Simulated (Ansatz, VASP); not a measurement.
MgCdO: VASP beside Ansatz

The input INCAR:

```
SYSTEM = MgCdO
PREC = Accurate
ENCUT = 600
EDIFF = 1E-6
ISMEAR = 0
SIGMA = 0.1
LREAL = .False.
LASPH = .True.
NELM = 100
ALGO = Normal
ISIF = 3
LWAVE = .False.
LCHARG = .False.
GGA = PE
IBRION = 2
NSW = 90
EDIFFG = -0.04
```

Contents of KPOINTS:

```
Automatic mesh
0
Gamma
  6 6 4
  0 0 0
```

Contents of POSCAR:

```
MgCdO
1.0
    3.2278556000      0.0000000000      0.0000000000
    0.0000000000      3.2278556000      0.0000000000
    0.0000000000      0.0000000000      4.4375386800
Mg Cd O
1 1 1
Direct
    0.0000000000      0.0000000000      0.5000000000
    0.0000000000      0.0000000000      0.0000000000
    0.5000000000      0.5000000000      0.0000000000
```

Input for Ansatz:

```yaml
crystal:
  lattice:
    - [3.2278556, 0.0, 0.0]
    - [0.0, 3.2278556, 0.0]
    - [0.0, 0.0, 4.43753868]
  atoms:
    - { symbol: Mg, position: [0.0, 0.0, 0.5] }
    - { symbol: Cd, position: [0.0, 0.0, 0.0] }
    - { symbol: O, position: [0.5, 0.5, 0.0] }
basis:
  ecutwfc: 420
kpoints:
  mp_grid: { grid: [6, 6, 4] }
hamiltonian:
  xc: pbe
scf:
  occupations: { method: gaussian, width: 0.1 }
  lower_state_search: "off"
output:
  forces: true
  stress: true
  eigenvalues: true
relax:
  adjacent_minimum: "off"
  f_tol: 0.04
  max_steps: 70
  cell: { stress_tol: 0.4 }
```

Change from the starting cell: species swapped into the TiOF type (P4/mmm, No. 123).

Alike in both runs: task relaxation of cell and atoms; functional PBE; k mesh 6 × 6 × 4; occupations gaussian, width 0.1 eV; no spin polarisation.

|  | VASP | Ansatz |
| --- | --- | --- |
| version | VASP 6.6.1 | Ansatz 0.2.0 |
| potentials or method | VASP PAW PBE potentials, release 64 (Mg, Cd, O) | scalar-relativistic, plane waves, PAW |
| plane-wave cutoff (eV) | 600 | 420 |
| valence electrons in the cell | 20 | 36 |

VASP gave:

| Item | Value |
| --- | --- |
| gap on the k mesh at the Fermi level, each at its own relaxed structure (eV) | none |
| relaxed volume (Å³/atom) | 20.65 |
| relaxed cell length with the largest relative difference (Å) | 6.101 |
| energy change over the relaxation (meV/atom) | -798 |

Task: Which values does Ansatz return?

Result: gap on the k mesh at the Fermi level, each at its own relaxed structure (eV): none; relaxed volume (Å³/atom): 22.49; relaxed cell length with the largest relative difference (Å): 6.704; energy change over the relaxation (meV/atom): -853.

A gap of «none» marks a metal or a gap that the smearing closes. One of these differences is far larger than is usual between the two programs; its cause wasn't traced. The two sets of potentials don't hold the same shells in valence.

Caveats: the volume moved by over 15 % at a fixed basis, so the end points are rough (VASP).
